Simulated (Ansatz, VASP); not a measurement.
# ScInS3 in two plane-wave programs, part 2 of 2

Wanted: the spread between two codes on one cell, functional and k mesh. The cell is generated by rule, not measured, and may not be a known phase. The cell is taken from a series of runs on this material, whose earlier steps may have relaxed, scaled, displaced or heated it; both programs get it as it stands.

VASP 6.6.1 and Ansatz 0.2.0.

So far: Set-up; VASP: relaxation of cell and atoms, PBEsol.

The structure was built from a prototype and need not be the compound's stable phase.

## 3. Ansatz: relaxation of cell and atoms, PBEsol

Level of this step: Ansatz beside VASP: Kohn-Sham DFT, plane waves, PBEsol (Ansatz).

Ansatz runs on its PAW soft_1 files.

The same cell, functional, mesh and smearing now go to Ansatz, which takes its cutoff from its data sets.

File input.yaml:

```yaml
crystal:
  lattice:
    - [-3.4665110447, 5.1484745161, 3.0993748614]
    - [3.4665110447, -5.1484745161, 3.0993748614]
    - [3.4665110447, 5.1484745161, -3.0993748614]
  atoms:
    - { symbol: Sc, position: [0.6808504706, 0.9308504706, 0.75] }
    - { symbol: Sc, position: [0.3191495294, 0.0691495294, 0.25] }
    - { symbol: In, position: [0.0, 0.5, 0.5] }
    - { symbol: In, position: [0.5, 0.5, 0.0] }
    - { symbol: S, position: [0.0685215109, 0.3185215109, 0.75] }
    - { symbol: S, position: [0.9314784891, 0.6814784891, 0.25] }
    - { symbol: S, position: [0.6538485342, 0.5, 0.6538485342] }
    - { symbol: S, position: [0.3461514658, 0.5, 0.3461514658] }
    - { symbol: S, position: [0.3461514658, 0.0, 0.8461514658] }
    - { symbol: S, position: [0.6538485342, 0.0, 0.1538485342] }
kpoints:
  mp_grid: { grid: [6, 6, 6] }
hamiltonian:
  xc: pbesol
  pseudopotentials: { kind: paw, azcp: { folder: soft_1 }, xc_functional: pbe }
scf:
  occupations: { method: methfessel_paxton, width: 0.2 }
output:
  forces: true
  stress: true
  eigenvalues: true
relax:
  adjacent_minimum: "off"
  f_tol: 0.001
  max_steps: 60
  cell: { stress_tol: 0.01 }
```

Launch:

```
$ ansatz run input.yaml --threads 4 --pin off --max-ram 16384MiB --backend cpu --events-out ev --progress --plain --runs-dir out
```

Numbers of over 12 decimals in the logs are rounded to 6 here.

What it wrote:

```text
Engine: ansatz 0.2.0, aarch64-unknown-linux-gnu
Pseudopotentials: kind: paw
Pseudopotential: Sc, paw, valence charge 11, recommended cutoff 420 eV (normal), soft_1/Sc.paw.azcp
Pseudopotential: In, paw, valence charge 13, recommended cutoff 420 eV (normal), soft_1/In.paw.azcp
Pseudopotential: S, paw, valence charge 6, recommended cutoff 420 eV (normal), soft_1/S.paw.azcp
Functional definition: PBEsol
  exchange = pbesol_x
  correlation = pbesol_c
Crystal: 10 atoms, lattice volume = 221.261 Å³
Basis set: ecut = 420 eV, 4353 PW (Γ), exchange–correlation on 96×96×96 points (8 copies of the dense FFT grid, shifted against one another)
Bands: 52, of which v1, the nominal top of the filled ones, is band 42 counted from 1 (41 counted from 0)
Symmetry: 8 space group operations
Space group: Imma (ITA 74), of the structure as read, at distance tolerance 6.0e-5 Å
k-points: 46 of 216
Non-local potential: Sc, projectors of the file, l = 0: 3, l = 1: 2, l = 2: 3, l = 3: 1
Non-local potential: In, projectors of the file, l = 0: 2, l = 1: 2, l = 2: 2, l = 3: 1
Non-local potential: S, projectors of the file, l = 0: 2, l = 1: 2, l = 2: 1
PAW form: soft (Blöchl's): semilocal exchange-correlation on the pseudo side does not see the compensation charge
PAW frozen core: Sc, regenerated for the run's functional, and the local potential with it (the file was generated under x = pbe(κ = 0.804, μ = 0.219515), c = pbe(β = 0.066725))
PAW frozen core: In, regenerated for the run's functional, and the local potential with it (the file was generated under x = pbe(κ = 0.804, μ = 0.219515), c = pbe(β = 0.066725))
PAW frozen core: S, regenerated for the run's functional, and the local potential with it (the file was generated under x = pbe(κ = 0.804, μ = 0.219515), c = pbe(β = 0.066725))
PAW one-centre angular grid: Sc, 590 points (default); XC on 64 Gauss nodes
PAW one-centre angular grid: In, 590 points (default); XC on 64 Gauss nodes
PAW one-centre angular grid: S, 110 points (default); XC on 64 Gauss nodes
Initial density: superposition of atomic densities (chi_scale 0.1, normalization cell, long waves kept (reshape's long-wave potential 0.01 eV rms))
Initial wavefunctions: pseudopotential atomic-orbital guess
Functional: x = pbesol(κ = 0.804, μ = 0.123457), c = pbesol(β = 0.046)
SCF iter   1: F=—  HF=-20595.208329 eV  |F-HF|=—  |Δ(HF+E_count)|=         —  Δρ=4.25e-2  dr2=7.93e0  ethr=3.10e-3  ⟨swp⟩=7.3  Hψ=9977  notcnv=0
preconditioner: auto → Resta (q_TF=auto, 2.322 Å⁻¹)  ε∞=5.8  [insulator: Δε(μ)=0.161 eV  Ē_g=9.353 eV  σ=0.200 eV  W_gap=0.59  n_scr=54 (ndim 8)  ℏωp=20.6 eV  f_vac=0.000  D(μ)=0.42/eV (n_scr^D=0)  ε∞_Penn≈5.8]
SCF iter   2: F=—  HF=-20593.941263 eV  |F-HF|=—  |Δ(HF+E_count)|=    1.27e0  S|Δr|=    0.00e0  Δρ=2.24e-2  dr2=2.07e0  ethr=3.10e-3  ⟨swp⟩=3.7  Hψ=4159  notcnv=0  defer=96
SCF iter   3: F=—  HF=-20593.546635 eV  |F-HF|=—  |Δ(HF+E_count)|=   3.95e-1  S|Δr|=    0.00e0  Δρ=3.64e-3  dr2=5.12e-2  ethr=2.46e-3  ⟨swp⟩=3.0  Hψ=3576  notcnv=0  defer=96
SCF iter   4: F=—  HF=-20593.550998 eV  |F-HF|=—  |Δ(HF+E_count)|=   4.36e-3  S|Δr|=    0.00e0  Δρ=9.95e-4  dr2=3.43e-3  ethr=6.10e-5  ⟨swp⟩=2.0  Hψ=3712  notcnv=0  defer=96
SCF iter   5: F=—  HF=-20593.552705 eV  |F-HF|=—  |Δ(HF+E_count)|=   1.71e-3  S|Δr|=    0.00e0  Δρ=3.29e-4  dr2=4.32e-4  ethr=4.09e-6  ⟨swp⟩=2.1  Hψ=3742  notcnv=0  defer=96
SCF iter   6: F=—  HF=-20593.552916 eV  |F-HF|=—  |Δ(HF+E_count)|=   2.11e-4  S|Δr|=    0.00e0  Δρ=1.24e-4  dr2=6.18e-5  ethr=5.14e-7  ⟨swp⟩=2.0  Hψ=3829  notcnv=0  defer=96
SCF iter   7: F=—  HF=-20593.552902 eV  |F-HF|=—  |Δ(HF+E_count)|=   1.40e-5  S|Δr|=    0.00e0  Δρ=3.62e-5  dr2=5.21e-6  ethr=7.36e-8  ⟨swp⟩=2.0  Hψ=3834  notcnv=0  defer=96
SCF iter   8: F=—  HF=-20593.552904 eV  |F-HF|=—  |Δ(HF+E_count)|=   1.91e-6  S|Δr|=    0.00e0  Δρ=9.34e-6  dr2=2.55e-7  ethr=6.20e-9  ⟨swp⟩=2.0  Hψ=3855  notcnv=0  defer=96
SCF iter   9: F=-20593.552904 eV  HF=-20593.552904 eV  |F-HF|=8.40e-10  |Δ(HF+E_count)|=   9.80e-8  S|Δr|=    0.00e0  Δρ=2.68e-6  dr2=2.48e-8  ethr=1.19e-10  ⟨swp⟩=13.5  Hψ=12272  notcnv=0
SCF 1 converged in 9 iterations: F = -20593.552904 eV  dr2 = 2.48e-8
  greatest PAW one-centre occupation: 0.998 electrons in one spin orbital (limit 2), on the Sc atom at site 1 (counted from 0), in its partial waves of l = 0
relax step   1: F+E_penalty+E_count = -20593.55290392 eV  Δ(F+E_penalty+E_count) = +0.000e0 eV  max|allowed force component| = 4.238e-3 eV/Å  Δτ_max = 0.0000 Å  P = +0.008 GPa  Ω = 221.261 Å³  (9 SCF iters, dr2 threshold 1.00e-7 eV, accepted)
[...]
relax step   3: F+E_penalty+E_count = -20593.55290865 eV  Δ(F+E_penalty+E_count) = -4.729e-6 eV  max|allowed force component| = 3.036e-4 eV/Å  Δτ_max = 0.0010 Å  P = +0.002 GPa  Ω = 221.301 Å³  energy of the carried Pulay correction = -4.078e-6 eV  (9 SCF iters, accepted)
[...]
relax step   4: F+E_penalty+E_count = -20593.55291126 eV  Δ(F+E_penalty+E_count) = -2.613e-6 eV  max|allowed force component| = 3.038e-4 eV/Å  Δτ_max = 0.0000 Å  P = +0.002 GPa  Ω = 221.301 Å³  stress off target by 3.70e-3 GPa  SCF on the basis re-selected at this cell (its energy is not comparable with the rows above)  (8 SCF iters)
basis re-selected at this cell: Δ(F+E_penalty+E_count) = -2.613e-6 eV, ΔP = +0.000 GPa vs the last step (what re-selecting the basis moved, of the pressure what is left beyond the Pulay correction that the steps carried, after the strain that the cell walked since its last selection, with what the two solves' SCF thresholds leave and, on support functions, any second-order correction that the steps lacked; it is no m [...]
SCF converged after 8 iterations
Stability not checked: this state was not tested for a lower state beside it, because cold or Methfessel-Paxton smearing, or corrected tetrahedra, fill the levels in a way that the test cannot read (fill_not_monotonic; see scf.lower_state_search)
Free energy (F): -20593.552911 eV
Harris-Foulkes:  -20593.552911 eV  (|F-HF|=3.64e-12)
Internal energy: -20593.558072 eV  (E = F + TS)
E sigma→0 (E₀):  -20593.554201 eV
Entropy (-TS):   0.005161 eV (0.516 meV/atom)
Fermi energy:    7.577048 eV
Step filling:    the computed levels leave a gap of 0.0865 eV = 0.4 smearing widths at the electron count; against every level under it full and every level over it empty, smearing changes F+E_penalty+E_count by +2.871 meV and its σ→0 estimate by +1.581 meV
--- Per-component energies (eV) ---
  E_band       = -471.076669
  E_kinetic    = 1487.895367
  E_local      = -5154.636784  (includes V_loc(G=0)·N_el)
  E_nonlocal   = 1151.717009
  E_hartree    = 1945.352450
  E_xc         = -981.383474
  E_vxc        = -884.973456  (∫ρ·V_xc dr)
  E_paw        = -13766.938010  (= ΣΔE_a)
  E_vpaw       = -961.784067  (= ΣTr[D̂ρ^β])
  E_aug_tail   = 0.000357  (compensation charges beyond the density's cutoff)
  E_ewald      = -5276.666543
  E_core_change = 1.101554  (= ΣΔE_core)
  E_smearing   = 0.005161  (= −TS)
  E_closure    = -0.000000  (closes the sum)
  Σ components = -20593.552911   (vs F -20593.552911, Δ=0.00e0)
--- Forces (eV/Å), atoms counted from 1 ---
  atom   1  Sc     0.00000000     0.00000000    -0.00010714
  atom   2  Sc     0.00000000     0.00000000     0.00010714
  atom   3  In     0.00000000     0.00000000     0.00000000
  atom   4  In     0.00000000     0.00000000     0.00000000
  atom   5  S      0.00000000     0.00000000     0.00016581
  atom   6  S      0.00000000     0.00000000    -0.00016581
  atom   7  S      0.00000000    -0.00030380     0.00000000
  atom   8  S     -0.00000000     0.00030380    -0.00000000
  atom   9  S     -0.00000000     0.00030380     0.00000000
  atom  10  S      0.00000000    -0.00030380     0.00000000
  max |Σ_I F_I| component: 5.20e-18 eV/Å
--- Stress (GPa, compression-positive) ---
        0.001196       0.000000       0.000000
        0.000000       0.003702       0.000000
        0.000000       0.000000      -0.000134
  P = ⅓ Tr σ = 0.0016 GPa (0.016 kbar)
--- Band table (eV; the first three rows and the last of 46) ---
  k-point 0: bands = [... 38 lower, 5.7456, 6.0555, 6.2927, 7.4088, 7.5979, 8.9347, 9.2473, 9.3239, ... 6 higher]
  k-point 1: bands = [... 38 lower, 5.6956, 5.8271, 6.0523, 7.1225, 7.7688, 9.0258, 9.1818, 9.3657, ... 6 higher]
  k-point 2: bands = [... 38 lower, 5.6691, 5.7800, 5.8423, 6.6137, 8.2731, 9.1298, 9.2457, 9.3987, ... 6 higher]
  k-point 45: bands = [... 38 lower, 5.7242, 5.7344, 6.0823, 7.5114, 7.8132, 8.0420, 8.6387, 8.9288, ... 6 higher]
--- Relaxed structure (3 steps of the walk, 2 accepted, 1 SCFs on fresh bases) ---
  F+E_penalty+E_count = -20593.55291126 eV   max|allowed force component| = 3.038e-4 eV/Å   (the final SCF, on the basis selected at the relaxed cell)
  cell:  # Å, volume = 221.3013 Å³
    - [-3.466230, 5.149252, 3.099720]
    - [3.466230, -5.149252, 3.099720]
    - [3.466230, 5.149252, -3.099720]
  atoms:
    - { symbol: Sc, position: [0.680716, 0.930716, 0.750000] }
    - { symbol: Sc, position: [0.319284, 0.069284, 0.250000] }
    - { symbol: In, position: [0, 0.5, 0.5] }
    - { symbol: In, position: [0.5, 0.5, 0] }
    - { symbol: S, position: [0.068364, 0.318364, 0.750000] }
    - { symbol: S, position: [0.931636, 0.681636, 0.250000] }
    - { symbol: S, position: [0.653857, 0.5, 0.653857] }
    - { symbol: S, position: [0.346143, 0.5, 0.346143] }
    - { symbol: S, position: [0.346143, -2.7755575615628914e-17, 0.846143] }
    - { symbol: S, position: [0.653857, 5.551115123125783e-17, 0.153857] }
```

Reading the cycles: dr2 is the Hartree energy of the density residual (eV), the measure of convergence; HF is the Harris–Foulkes estimate of the energy, which meets the free energy F at convergence.

## 4. Differences

Known differences besides the potentials themselves: the cutoff is 420 eV in Ansatz and 500 eV in VASP; Ansatz makes its cores anew for this functional, VASP keeps those of its PBE data sets; Ansatz adds a Pulay correction to the stress that steers its cell, VASP none. Total energies have different zeros and are not compared.

Compared:

```tsv
quantity	Ansatz	VASP	difference
volume (Å³)	221.30	221.47	-0.08 %
edge a after relaxation, in the typed setting (Å)	6.938	6.940	-0.02 %
```

## 5. Outcome

- difference in volume (relaxation of cell and atoms, PBEsol): -0.076 %

In words: The difference in volume is -0.076 % (relaxation of cell and atoms, PBEsol), within the 1.2 % picked in this series as the mark of a large difference, as far as the stopping tolerances let one tell. 1 further run of this series is not shown here. How closely two codes agree says nothing of how well the functional describes the real material.

[Lines on the potential files, build, host, timing and source positions are cut from VASP's logs without a mark.]

[Logs are printed without paths, hosts, clocks, repeated set-up lines and the standing remarks that a program may print on its own settings, such as how far it seeks lower states.]

[Hosts, paths, dates, database ids (printed as entryN), source tags and the programs' standing remarks are cut or masked in the printed files.]
